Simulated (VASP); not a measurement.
CeO2 (fluorite) is relaxed at rising pressure, each step from the one before. Symmetry mostly holds the structure type, and other phases were not tried. The mesh follows the cell, and a change of mesh leaves a small step in the series.

Given:

```cif
data_CeO2
_chemical_formula_sum 'Ce1 O2'
_space_group_name_H-M_alt 'P 1'
_space_group_IT_number 1
_cell_length_a 3.81647
_cell_length_b 3.81647
_cell_length_c 3.81647
_cell_angle_alpha 60.000
_cell_angle_beta 60.000
_cell_angle_gamma 60.000
loop_
_space_group_symop_operation_xyz
  'x, y, z'
loop_
_atom_site_label
_atom_site_type_symbol
_atom_site_fract_x
_atom_site_fract_y
_atom_site_fract_z
_atom_site_occupancy
Ce1 Ce 0.00000 0.00000 0.00000 1
O1 O 0.25000 0.25000 0.25000 1
O2 O 0.75000 0.75000 0.75000 1
```

Calculation: PBEsol GGA, VASP's PBE PAW potentials (set 64) (plane waves; VASP 6.6.1). Numerical set-up: 620 eV cut-off, 7×7×7 Γ-centred mesh, Gaussian smearing of 0.050 eV, potentials Ce O.

| P (GPa) | V (Å³/atom) | H − H(0) (eV/atom) | space group | k-mesh |
|---|---|---|---|---|
| 0 | 13.10 | 0.000 | Fm-3m | 7×7×7 |
| 5 | 12.78 | 0.405 | Fm-3m | 7×7×7 |
| 10 | … | … | Fm-3m | 7×7×7 |
| 20 | … | … | Fm-3m | 7×7×7 |
| 30 | 11.62 | 2.304 | Fm-3m | 7×7×7 |
| 45 | 11.13 | 3.370 | Fm-3m | 8×8×8 |

**Question.** Fill in the missing entries.

**Answer.** 
- 10, V (Å³/atom): 12.50
- 10, H − H(0) (eV/atom): 0.800
- 20, V (Å³/atom): 12.02
- 20, H − H(0) (eV/atom): 1.566

Pressures at which the relaxation failed are left out.

The compound is CeO2 in the fluorite structure. The run is not spin-polarised, so no magnetic state was tried.
